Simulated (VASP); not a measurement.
Data:

```
CELL_PARAMETERS angstrom
      0.00000     2.79666     2.79666
      2.79666     0.00000     2.79666
      2.79666     2.79666     0.00000
ATOMIC_POSITIONS crystal
  Ag 0.00000 0.00000 0.00000
  Cl 0.50000 0.50000 0.50000
```

These are PW91 GGA, VASP's PBE PAW potentials (set 64) (plane waves; VASP) values and carry that method's errors. Numerical set-up: 520 eV cut-off, Gaussian smearing of 0.050 eV, potentials Ag Cl.

Problem. Give the energies of bands 2 to 11 at the high-symmetry points, in eV from the valence-band maximum.

Solution. 
```tsv
band	Γ	X	U	L	W
2	-2.35	-4.13	-4.04	-5.03	-4.03
3	-2.35	-2.92	-3.99	-4.00	-3.82
4	-2.35	-2.92	-3.63	-4.00	-3.82
5	-2.31	-2.65	-2.23	-2.01	-1.92
6	-2.31	-2.13	-1.95	-2.01	-1.92
7	-2.21	-1.89	-1.78	-1.70	-1.90
8	-2.21	-1.89	-1.60	0.00	-1.89
9	-2.21	-1.82	-1.00	0.00	-1.13
10	0.91	2.41	3.61	4.30	4.16
11	10.87	8.07	7.26	6.39	7.88
```

The gap is indirect, 0.91 eV, from the valence maximum at L to the conduction minimum at Γ.

The compound is AgCl in the rock salt structure. It was relaxed first.
